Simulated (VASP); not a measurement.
Set up this calculation in VASP 6.6.1, as the native input.

```yaml
Task: Born charges and dielectric tensor
Functional: LDA
Potentials_or_basis: VASP PAW LDA potentials, release 64 (Be, N)
Cutoff: 600 eV
k_mesh: 9 × 9 × 2
Occupations: gaussian, width 0.02 eV
Spin: no spin polarisation
Further_INCAR_settings: ALGO = Fast; EDIFF = 1e-08; IBRION = 8; NSW = 1
```

The structure of Be3N2 lies in POSCAR:

```
Be3N2
1.0
    2.8389500000      0.0000000000      0.0000000000
   -1.4194700000      2.4586000000      0.0000000000
    0.0000000000      0.0000000000      9.7170500000
Be N
6 4
Direct
    0.3333300000      0.6666700000      0.0782400000
    0.6666700000      0.3333300000      0.5782400000
    0.6666700000      0.3333300000      0.9217600000
    0.3333300000      0.6666700000      0.4217600000
    0.0000000000      1.0000000000      0.2500000000
    0.0000000000      0.0000000000      0.7500000000
    0.0000000000      0.0000000000      0.0000000000
    0.0000000000      0.0000000000      0.5000000000
    0.3333300000      0.6666700000      0.2500000000
    0.6666700000      0.3333300000      0.7500000000
```

The cell comes from a database or a generator and needn't be the stable form of this composition.

These files were run (other wordings do the same):

INCAR

```
  ALGO = Fast
  EDIFF = 1E-8
  ENCUT = 600
  IBRION = 8
  ISIF = 2
  ISMEAR = 0
  LASPH = T
  LCHARG = F
  LEPSILON = T
  LREAL = F
  LWAVE = F
  NELM = 80
  NSW = 1
  PREC = Accurate
  SIGMA = 0.02
```

KPOINTS

```
k-points
0
Gamma
  9 9 2
```

Potentials or basis: VASP PAW LDA potentials, release 64 (Be, N).

Command:

```sh
$ cat potpaw_LDA.64/Be/POTCAR potpaw_LDA.64/N/POTCAR > POTCAR
$ mpirun -np 1 vasp_std > vasp.out
```

It gave:

```yaml
Band_gap_on_the_k_mesh: 3.44 eV, indirect (least direct gap 4.73 eV)
Electronic_dielectric_tensor_diagonal: 4.49, 4.49, 5.51
Born_charges_mean_of_the_diagonal: Be +1.74, +1.78; N -2.79, -2.48 e
Highest_phonon_frequency_at_Γ_LO-TO_splitting_left_out: 1096 cm⁻¹
```

Caveat: an odd mesh through Γ misses points on the zone boundary, where band edges often lie.

Wall time 26 min on 1 thread of Intel(R) Xeon(R) Platinum 8488C (Sapphire Rapids), with other jobs on the host, peak memory 0.6 GiB.
